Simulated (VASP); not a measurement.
An input for Quantum ESPRESSO's pw.x (written as the equivalent of a VASP run, and not itself run):

```
&CONTROL
  calculation = 'scf'
  pseudo_dir = './pseudo'
  outdir = './out'
  tprnfor = .true.
  tstress = .true.
/
&SYSTEM
  ibrav = 0
  nat = 2
  ntyp = 2
  ecutwfc = 88
  occupations = 'tetrahedra'
  input_dft = 'pbesol'
/
&ELECTRONS
  conv_thr = 7.3e-09
  electron_maxstep = 100
/
ATOMIC_SPECIES
  Na 22.990 Na.upf
  H 1.008 H.upf
CELL_PARAMETERS angstrom
     0.0000000    2.3775704    2.3775704
     2.3775704    0.0000000    2.3775704
     2.3775704    2.3775704    0.0000000
ATOMIC_POSITIONS crystal
  Na   0.0000000  0.0000000  0.0000000
  H    0.5000000  0.5000000  0.5000000
K_POINTS automatic
  11 11 11 0 0 0
```

Q: Write the VASP files for the same calculation (PBEsol).

A: Several could match; the one computed here: 
KPOINTS:
```
Automatic
0
G
 11 11 11
```

INCAR:
```
SYSTEM = NaH
PREC = Accurate; ENCUT = 400; LREAL = .False.
LASPH = .True.
EDIFF = 1E-7; NELM = 100; ALGO = Normal
ISMEAR = -5
GGA = PS
ISIF = 2
LWAVE = .False.; LCHARG = .True.; LORBIT = 11
NEDOS = 601
```

File POSCAR:
```
NaH
4.7551410
  0.0000000000   0.4999999887   0.4999999887
  0.4999999887   0.0000000000   0.4999999887
  0.4999999887   0.4999999887   0.0000000000
Na H
1 1
Cartesian
  0.0000000000   0.0000000000   0.0000000000
  0.4999999887   0.4999999887   0.4999999887
```

POTCAR, in this order: Na_pv H (PBE.64 set). Program: vasp_std.

Limits of the translation: the potentials are each code's own (VASP's PAW set, PseudoDojo norm-conserving files in pw.x), so ENCUT and ecutwfc are chosen apart and not converted; conv_thr bounds pw.x's estimated SCF error, while EDIFF bounds the energy change between steps.

The structure was generated: NaH was put into the rock salt type (Fm-3m), which need not be its known phase. It was relaxed first, which changed the volume by +40 %.
